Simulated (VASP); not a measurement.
Input for VASP

**POSCAR**
```
TiTc
1
    3.1100000000     0.0000000000     0.0000000000
    0.0000000000     3.1100000000     0.0000000000
    0.0000000000     0.0000000000     3.1100000000
Tc Ti
1 1
Direct
  0.0000000000   0.0000000000   0.0000000000
  0.5000000000   0.5000000000   0.5000000000
```

### INCAR
```
SYSTEM = TiTc
PREC = Accurate
ENCUT = 300
EDIFF = 1E-6
NELM = 100
ALGO = Normal
LREAL = .FALSE.
LASPH = .TRUE.
ISMEAR = 0
SIGMA = 0.1
LMAXMIX = 4
LWAVE = .FALSE.
LCHARG = .FALSE.
ISIF = 2
```

**KPOINTS**
```
Regular mesh
0
G
  11 11 11
```

POTCAR, in this order: Tc_pv Ti_sv (LDA.64 set). Program: vasp_std.

Question: Translate this LDA calculation to Ansatz.

Answer: One equivalent input (not run):
Ansatz 0.2 input:
```yaml
crystal:
  lattice:
    - [3.1100000, 0.0000000, 0.0000000]
    - [0.0000000, 3.1100000, 0.0000000]
    - [0.0000000, 0.0000000, 3.1100000]
  atoms:
    - { symbol: Tc, position: [0.0000000, 0.0000000, 0.0000000] }
    - { symbol: Ti, position: [0.5000000, 0.5000000, 0.5000000] }
kpoints:
  mp_grid: { grid: [11, 11, 11] }
hamiltonian:
  xc: lda
  pseudopotentials: { kind: paw }
scf:
  occupations: { method: gaussian, width: 0.1 }
  max_iter: 100
output: { forces: true, stress: true, eigenvalues: true }
```
What does not carry over: each code has its own PAW files, so the cut-off isn't converted (ENCUT is set for VASP's; basis.ecutwfc is left out, and Ansatz then takes the one that its files recommend); Ansatz stops its SCF on the density residual and VASP on the energy change (EDIFF); Ansatz's lda is the Perdew-Wang form, while the LDA potentials of VASP carry Perdew-Zunger's.

The structure comes from a measured TiTc entry of the Crystallography Open Database, whose conditions weren't checked. The cell was not relaxed at this level. The run is one of a series of settings (GGA removed, POTCAR Tc_pv Ti_sv (LDA.64 set) against the base run), some of them coarse on purpose.
